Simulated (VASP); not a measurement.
SbW2: equilibrium volume by level of theory

It takes space group Fm-3m (No. 225, cubic). Conventional cell: a = 6.266 Å, b = 6.266 Å, c = 6.266 Å, α = 90.00°, β = 90.00°, γ = 90.00°. Around Sb (site symmetry m-3m) lie 8 W at 2.71 Å. W (site symmetry -43m) has 4 Sb at 2.71 Å as nearest neighbours.

The cell comes from a database or a generator and needn't be the stable form of this composition.

| rung | level | program and potentials | cutoff (eV) | k mesh | smearing | equilibrium volume (Å³/atom) | notes |
| --- | --- | --- | --- | --- | --- | --- | --- |
| LDA | LDA | VASP, LDA PAW files Sb, W_sv, 600 eV | 600 | 7 × 7 × 7 | fermi-dirac 0.05 | 19.58 | - |
| GGA | AM05 | VASP, PBE PAW files Sb, W_sv, 600 eV | 600 | 7 × 7 × 7 | fermi-dirac 0.05 | (a) | potentials made for PBE |
| GGA | BLYP | VASP, PBE PAW files Sb, W_sv, 600 eV | 600 | 7 × 7 × 7 | fermi-dirac 0.05 | 21.55 | potentials made for PBE |
| GGA | PBE | VASP, PBE PAW files Sb, W_sv, 600 eV | 600 | 7 × 7 × 7 | methfessel-paxton 0.1 | 20.52 | - |
| GGA | PBEsol | VASP, PBE PAW files Sb, W_sv, 600 eV | 600 | 7 × 7 × 7 | fermi-dirac 0.05 | 19.92 | potentials made for PBE |
| GGA | PW91 | VASP, PBE PAW files Sb, W_sv, 600 eV | 600 | 7 × 7 × 7 | fermi-dirac 0.05 | 20.63 | potentials made for PBE |
| GGA | RPBE | VASP, PBE PAW files Sb, W_sv, 600 eV | 600 | 7 × 7 × 7 | fermi-dirac 0.05 | 20.83 | potentials made for PBE |
| GGA | revPBE | VASP, PBE PAW files Sb, W_sv, 600 eV | 600 | 7 × 7 × 7 | fermi-dirac 0.05 | 20.74 | potentials made for PBE |
| non-local van der Waals functional | optB88-vdW | VASP, PBE PAW files Sb, W_sv, 600 eV | 600 | 7 × 7 × 7 | fermi-dirac 0.05 | 20.59 | potentials made for PBE |
| non-local van der Waals functional | rev-vdW-DF2 | VASP, PBE PAW files Sb, W_sv, 600 eV | 600 | 7 × 7 × 7 | fermi-dirac 0.05 | 20.29 | potentials made for PBE |
| non-local van der Waals functional | vdW-DF-cx | VASP, PBE PAW files Sb, W_sv, 600 eV | 600 | 7 × 7 × 7 | fermi-dirac 0.05 | 20.05 | potentials made for PBE |

Task: relaxation of cell and atoms. All rows: no spin polarisation. Smearing widths are in eV. For a metal such meshes aren't converged. Meshes are those of the run's cell of 3 atoms unless a note names another. Relaxations start from the cell shown or near it and stop with a little pressure left. Runs on faulty files, with rough fits or with known faults for this quantity aren't shown. No row holds spin-orbit coupling.

Question: Estimate the value left out from the other rows.

Answer: (a) 19.81 Å³/atom.
